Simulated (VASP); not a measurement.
Consider the following.

```
CELL_PARAMETERS angstrom
      0.00000     1.93611     1.93611
      1.93611     0.00000     1.93611
      1.93611     1.93611     0.00000
ATOMIC_POSITIONS crystal
  Ir 0.00000 0.00000 0.00000
```

Method: PBE GGA, VASP's PBE PAW potentials (set 64) (plane waves; VASP). Settings: 400 eV cut-off, 15×15×15 Γ-centred mesh, first-order Methfessel-Paxton smearing of 0.10 eV, potentials Ir.

Unless said otherwise, spin-orbit coupling is left out, though it shifts the bands of the heavy elements here.

Q: Estimate the energy per atom (σ→0), band gap (on the k-mesh) with the smallest direct gap where there is one.

A: 
```yaml
band gap (on the k-mesh): none (metal, semimetal or under 0.01 eV)
energy per atom (σ→0): -8855 meV/atom
```

Only differences to runs with the same potentials and settings are physical.

The compound is Ir in the fcc structure. It was relaxed first. The start is the result of an earlier pass.
